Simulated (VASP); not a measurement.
Input for VASP

INCAR:
```
SYSTEM = Bi
PREC = Accurate
ENCUT = 520
EDIFF = 1E-6
NELM = 100
ALGO = Normal
LREAL = .FALSE.
LASPH = .TRUE.
ISMEAR = 1
SIGMA = 0.1
GGA = MK
PARAM1 = 0.1234568
PARAM2 = 0.7114
ZAB_VDW = -1.8867
LUSE_VDW = .TRUE.
AGGAC = 0.0
LMAXMIX = 4
LWAVE = .FALSE.
LCHARG = .FALSE.
IBRION = 2
ISIF = 3
NSW = 60
EDIFFG = -0.01
```

**KPOINTS**
```
Automatic mesh
0
Gamma
9 9 9
0 0 0
```

File POSCAR:
```
Bi
1
    4.1745361849    -2.2810518695    -0.0007859494
    4.1745361849     2.2810518695    -0.0007859494
    2.9288281898     0.0000000000     3.7485885365
Bi
2
Direct
  0.2354799583   0.2354799583   0.2354799583
  0.7645200417   0.7645200417   0.7645200417
```

POTCAR, in this order: Bi_d (PBE.64 set). Program: vasp_std.

### Question
Write an equivalent input for Quantum ESPRESSO's pw.x.

### Answer
One equivalent input (not run):
```
&CONTROL
  calculation = 'vc-relax'
  pseudo_dir = './pseudo'
  outdir = './out'
  tprnfor = .true.
  tstress = .true.
  nstep = 60
  forc_conv_thr = 0.00039
/
&SYSTEM
  ibrav = 0
  nat = 2
  ntyp = 1
  ecutwfc = 66
  occupations = 'smearing'
  smearing = 'methfessel-paxton'
  degauss = 0.00735
  input_dft = 'vdw-df2-b86r'
/
&ELECTRONS
  conv_thr = 7.3e-08
  electron_maxstep = 100
/
&IONS
/
&CELL
/
ATOMIC_SPECIES
  Bi 208.980 Bi.upf
CELL_PARAMETERS angstrom
     4.1745362   -2.2810519   -0.0007859
     4.1745362    2.2810519   -0.0007859
     2.9288282    0.0000000    3.7485885
ATOMIC_POSITIONS crystal
  Bi   0.2354800  0.2354800  0.2354800
  Bi   0.7645200  0.7645200  0.7645200
K_POINTS automatic
  9 9 9 0 0 0
```
Limits of the translation: the potentials are each code's own (VASP's PAW set, PseudoDojo norm-conserving files in pw.x), so ENCUT and ecutwfc are chosen apart and not converted; conv_thr bounds pw.x's estimated SCF error, while EDIFF bounds the energy change between steps; forc_conv_thr acts on force components and is met together with etot_conv_thr.

The compound is Bi in the a7 structure. This run relaxes it. Symmetry was kept, so distortions that lower it aren't found. The start is the result of an earlier pass.
